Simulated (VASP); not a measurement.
Method: PBE GGA, VASP's PBE PAW potentials (set 64) (plane waves; VASP).

VASP ran on this input.

INCAR:
```
ALGO  =  Normal
EDIFF  =  1E-6
EDIFFG  =  -0.01
ENCUT  =  520
GGA  =  PE
IBRION  =  2
ISIF  =  3
ISMEAR  =  0
LASPH  =  .TRUE.
LCHARG  =  .FALSE.
LMAXMIX  =  4
LREAL  =  .FALSE.
LWAVE  =  .FALSE.
NELM  =  100
NSW  =  60
PREC  =  Accurate
SIGMA  =  0.05
SYSTEM  =  SnO
```

File KPOINTS:
```
Automatic
0
gamma
8 8 8
```

POSCAR:
```
SnO
1
    3.1317167411     0.0000000000     0.0000000000
    0.0000000000     3.1317167411     0.0000000000
    0.0000000000     0.0000000000     3.1317167411
Sn O
1 1
Direct
  0.0000000000   0.0000000000   0.0000000000
  0.5000000000   0.5000000000   0.5000000000
```

POTCAR, in this order: Sn_d O (PBE.64 set). Program: vasp_std.

What VASP printed:

### OSZICAR
```
       N       E                     dE             d eps       ncg     rms          rms(c)
DAV:   1     0.155975842231E+03    0.15598E+03   -0.10737E+04   992   0.220E+03
DAV:   2     0.211896944768E+01   -0.15386E+03   -0.14847E+03  1106   0.457E+02
DAV:   3    -0.114899791006E+02   -0.13609E+02   -0.13559E+02  1112   0.121E+02
DAV:   4    -0.117836408996E+02   -0.29366E+00   -0.29352E+00  1148   0.196E+01
DAV:   5    -0.117924916415E+02   -0.88507E-02   -0.88507E-02  1292   0.324E+00    0.812E+00
DAV:   6    -0.101492423612E+02    0.16432E+01   -0.13009E+01  1216   0.512E+01    0.525E+00
DAV:   7    -0.986106741039E+01    0.28817E+00   -0.20832E+00  1096   0.960E+00    0.133E+00
DAV:   8    -0.983343158145E+01    0.27636E-01   -0.16828E-01  1098   0.383E+00    0.137E-01
DAV:   9    -0.983375952660E+01   -0.32795E-03   -0.46306E-03  1112   0.710E-01    0.850E-02
DAV:  10    -0.983390936455E+01   -0.14984E-03   -0.69949E-04  1200   0.487E-01    0.386E-02
DAV:  11    -0.983385539553E+01    0.53969E-04   -0.25729E-04  1208   0.258E-01    0.185E-02
DAV:  12    -0.983384907330E+01    0.63222E-05   -0.24667E-05  1158   0.456E-02    0.382E-03
DAV:  13    -0.983384912675E+01   -0.53446E-07   -0.20597E-06   706   0.134E-02
   1 F= -.98338491E+01 E0= -.98335434E+01  d E =-.983385E+01
```

### OUTCAR
```
------------------------ aborting loop because EDIFF is reached ----------------------------------------
  FORCE on cell =-STRESS in cart. coord.  units (eV):
  Direction    XX          YY          ZZ          XY          YZ          ZX
  --------------------------------------------------------------------------------------
  Total        0.0151152      0.0151152      0.0151152      0.0000000      0.0000000      0.0000000
  in kB        0.7884546      0.7884546      0.7884546      0.0000000      0.0000000      0.0000000
  external PRESSURE =       0.7884546 kB  Pullay stress =       0.0000000 kB
  volume of cell :       30.71
      direct lattice vectors                 reciprocal lattice vectors
     3.131716741  0.000000000  0.000000000     0.319313681  0.000000000  0.000000000
     0.000000000  3.131716741  0.000000000     0.000000000  0.319313681  0.000000000
     0.000000000  0.000000000  3.131716741     0.000000000  0.000000000  0.319313681
 POSITION                                       TOTAL-FORCE (eV/Angst)
 -----------------------------------------------------------------------------------
      0.00000      0.00000      0.00000         0.000000      0.000000      0.000000
      1.56586      1.56586      1.56586         0.000000      0.000000      0.000000
 -----------------------------------------------------------------------------------
    total drift:                                0.000000      0.000000     -0.000000
  FREE ENERGIE OF THE ION-ELECTRON SYSTEM (eV)
  ---------------------------------------------------
  free  energy   TOTEN  =        -9.8338491267 eV

  energy  without entropy=       -9.8332377381  energy(sigma->0) =       -9.83354343

 reached required accuracy - stopping structural energy minimisation
```
(Selected blocks of OUTCAR.)

The structure was generated: SnO was put into the CsCl type type (Pm-3m), which need not be its known phase. It was relaxed first, which changed the volume by +62 %. The start is the result of an earlier pass.
